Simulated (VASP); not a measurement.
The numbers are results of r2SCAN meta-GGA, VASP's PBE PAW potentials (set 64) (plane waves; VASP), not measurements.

The input files of a VASP run:

**KPOINTS_OPT**
```
k-points along high-symmetry lines
10
Line-mode
Reciprocal
  0.000000   0.000000   0.000000 ! GAMMA
  0.000000   0.500000   0.000000 ! X

  0.000000   0.500000   0.000000 ! X
  0.500000   0.500000   0.000000 ! M

  0.500000   0.500000   0.000000 ! M
  0.000000   0.000000   0.000000 ! GAMMA

  0.000000   0.000000   0.000000 ! GAMMA
  0.500000   0.500000   0.500000 ! R

  0.500000   0.500000   0.500000 ! R
  0.000000   0.500000   0.000000 ! X

  0.500000   0.500000   0.500000 ! R
  0.500000   0.500000   0.000000 ! M
```

### POSCAR
```
YSe
1.0
  3.5440891057   0.0000000000   0.0000000000
  0.0000000000   3.5440891057   0.0000000000
  0.0000000000   0.0000000000   3.5440891057
Y Se
1 1
Cartesian
  0.0000000000   0.0000000000   0.0000000000
  1.7720445528   1.7720445528   1.7720445528
```

### INCAR
```
SYSTEM = YSe
PREC = Accurate
ENCUT = 400
EDIFF = 1E-7
NELM = 100
ALGO = Normal
LREAL = .FALSE.
LASPH = .TRUE.
ISMEAR = -5
METAGGA = R2SCAN
LMIXTAU = .TRUE.
LMAXMIX = 4
LWAVE = .FALSE.
LCHARG = .FALSE.
LORBIT = 11
NEDOS = 601
ISIF = 2
```

KPOINTS:
```
Automatic mesh
0
Gamma
12 12 12
0 0 0
```

POTCAR, in this order: Y_sv Se (PBE.64 set). Program: vasp_std.

What VASP printed:

OSZICAR:
```
       N       E                     dE             d eps       ncg     rms          rms(c)
DAV:   1     0.252612238136E+02    0.25261E+02   -0.73931E+03  2024   0.109E+03
DAV:   2    -0.389698837810E+02   -0.64231E+02   -0.60958E+02  2428   0.215E+02
DAV:   3    -0.425082175380E+02   -0.35383E+01   -0.34641E+01  2780   0.405E+01
DAV:   4    -0.426496307848E+02   -0.14141E+00   -0.14102E+00  2768   0.809E+00
DAV:   5    -0.426531621892E+02   -0.35314E-02   -0.35255E-02  2772   0.107E+00    0.212E+01
DAV:   6    -0.378709662796E+02    0.47822E+01   -0.36487E+00  2544   0.127E+01    0.154E+01
DAV:   7    -0.384886278861E+02   -0.61766E+00   -0.14817E+00  3628   0.878E+00    0.268E+00
DAV:   8    -0.375917671198E+02    0.89686E+00   -0.10324E+00  3268   0.829E+00    0.462E+00
DAV:   9    -0.379649657330E+02   -0.37320E+00   -0.43767E-01  2284   0.722E+00    0.183E+00
DAV:  10    -0.379982462267E+02   -0.33280E-01   -0.81648E-02  2280   0.268E+00    0.324E-01
DAV:  11    -0.379973849102E+02    0.86132E-03   -0.10537E-02  2328   0.108E+00    0.624E-01
DAV:  12    -0.379994435868E+02   -0.20587E-02   -0.64908E-03  2856   0.698E-01    0.101E-01
DAV:  13    -0.379993869819E+02    0.56605E-04   -0.20049E-04  2644   0.151E-01    0.936E-02
DAV:  14    -0.379994331240E+02   -0.46142E-04   -0.10585E-04  2508   0.882E-02    0.587E-02
DAV:  15    -0.379993873316E+02    0.45792E-04   -0.91657E-05  2836   0.881E-02    0.328E-02
DAV:  16    -0.379993889306E+02   -0.15990E-05   -0.76575E-06  2632   0.265E-02    0.308E-02
DAV:  17    -0.379993926061E+02   -0.36755E-05   -0.12779E-05  2388   0.333E-02    0.350E-03
DAV:  18    -0.379993965623E+02   -0.39562E-05   -0.10206E-06  2616   0.945E-03    0.233E-03
DAV:  19    -0.379993981857E+02   -0.16234E-05   -0.29919E-07  2232   0.556E-03    0.272E-03
DAV:  20    -0.379993986809E+02   -0.49516E-06   -0.20862E-07  2272   0.379E-03    0.162E-03
DAV:  21    -0.379993986264E+02    0.54405E-07   -0.26857E-08  1272   0.149E-03
   1 F= -.37999399E+02 E0= -.37999399E+02  d E =0.000000E+00
       N       E                     dE             ncg
```

**OUTCAR**
```
------------------------ aborting loop because EDIFF is reached ----------------------------------------
  FORCE on cell =-STRESS in cart. coord.  units (eV):
  Direction    XX          YY          ZZ          XY          YZ          ZX
  --------------------------------------------------------------------------------------
  Total        0.0085890      0.0085890      0.0085890      0.0000000      0.0000000      0.0000000
  in kB        0.3091279      0.3091279      0.3091279      0.0000000      0.0000000      0.0000000
  external PRESSURE =       0.3091279 kB  Pullay stress =       0.0000000 kB
  volume of cell :       44.52
      direct lattice vectors                 reciprocal lattice vectors
     3.544089106  0.000000000  0.000000000     0.282159949  0.000000000  0.000000000
     0.000000000  3.544089106  0.000000000     0.000000000  0.282159949  0.000000000
     0.000000000  0.000000000  3.544089106     0.000000000  0.000000000  0.282159949
 POSITION                                       TOTAL-FORCE (eV/Angst)
 -----------------------------------------------------------------------------------
      0.00000      0.00000      0.00000         0.000000      0.000000      0.000000
      1.77204      1.77204      1.77204         0.000000      0.000000      0.000000
 -----------------------------------------------------------------------------------
    total drift:                                0.000000      0.000000     -0.000000
  FREE ENERGIE OF THE ION-ELECTRON SYSTEM (eV)
  ---------------------------------------------------
  free  energy   TOTEN  =       -37.9993986264 eV

  energy  without entropy=      -37.9993986264  energy(sigma->0) =      -37.99939863

 total charge

# of ion       s       p       d       f       tot
--------------------------------------------------
    1        2.153   6.231   1.056   0.038   9.478
    2        1.433   2.501   0.032   0.000   3.966
--------------------------------------------------
tot          3.586   8.732   1.088   0.038  13.444
```
(Selected blocks of OUTCAR.)

File OUTCAR:
```
 val. band max:        6.1177596848   @ k =   0.3333   0.2500   0.0000

 cond. band min:       6.0829764131   @ k =   0.1667   0.0000   0.0000


 Fermi energy:         6.1135938234

 k-point     1 :       0.0000    0.0000    0.0000
  band No.  band energies     occupation
      1     -38.7213      2.00000
      2     -17.9364      2.00000
      3     -17.9364      2.00000
      4     -17.9364      2.00000
      5      -9.3357      2.00000
      6       3.6827      2.00000
      7       3.6827      2.00000
      8       3.6827      2.00000
      9       4.8062      2.00000
     10       4.8062      2.00000
     11       7.8967      0.00000
     12       9.7395      0.00000

 k-point     2 :       0.0833    0.0000    0.0000
  band No.  band energies     occupation
      1     -38.7193      2.00000
      2     -17.9668      2.00000
      3     -17.9336      2.00000
      4     -17.9336      2.00000
      5      -9.2736      2.00000
      6       2.9864      2.00000
      7       3.6422      2.00000
      8       3.6422      2.00000
      9       4.8605      2.00000
     10       5.3047      2.16691
     11       8.2911      0.00000
     12       9.7695      0.00000

 k-point     3 :       0.1667    0.0000    0.0000
  band No.  band energies     occupation
      1     -38.7141      2.00000
      2     -18.0489      2.00000
      3     -17.9262      2.00000
      4     -17.9262      2.00000
      5      -9.0993      2.00000
      6       1.8629      2.00000
      7       3.5325      2.00000
      8       3.5325      2.00000
      9       5.0174      2.00000
     10       6.0830      0.74994
     11       9.1845      0.00000
     12       9.8501      0.00000

 k-point     4 :       0.2500    0.0000    0.0000
  band No.  band energies     occupation
      1     -38.7069      2.00000
      2     -18.1581      2.00000
      3     -17.9160      2.00000
      4     -17.9160      2.00000
      5      -8.8472      2.00000
      6       0.7766      2.00000
...
```

For a metal the tetrahedron method with Blöchl corrections gives inexact stress and forces.

The structure was generated: YSe was put into the CsCl type type (Pm-3m), which need not be its known phase. It was relaxed first, which changed the volume by -32 %. The electron count is odd and the run is not spin-polarised, which forces a metal.
